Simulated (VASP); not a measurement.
```xyz
3
Lattice="1.7604 -3.0491 0.0000 1.7604 3.0491 0.0000 0.0000 0.0000 5.3632" Properties=species:S:1:pos:R:3 pbc="T T T"
Zr     0.0000     0.0000     0.0000
S      1.7604     1.0164     1.4718
S      1.7604    -1.0164     3.8913
```

Computed with LDA (Ceperley-Alder, Perdew-Zunger), VASP's LDA PAW potentials (set 64) (plane waves; VASP). Run with 500 eV cut-off, 10×10×6 Γ-centred mesh, first-order Methfessel-Paxton smearing of 0.10 eV, potentials Zr_sv S.

Question: What does the run give for the energy per atom (σ→0), pressure, band gap (on the k-mesh) with the smallest direct gap where there is one?

Answer: 
- band gap (on the k-mesh): none (metal, semimetal or under 0.01 eV)
- energy per atom (σ→0): -7.773 eV/atom
- pressure: 4.98 GPa

Only differences to runs with the same potentials and settings are physical.

The compound is ZrS2 in the 1T layered structure. It was relaxed first under an external pressure of 5 GPa.
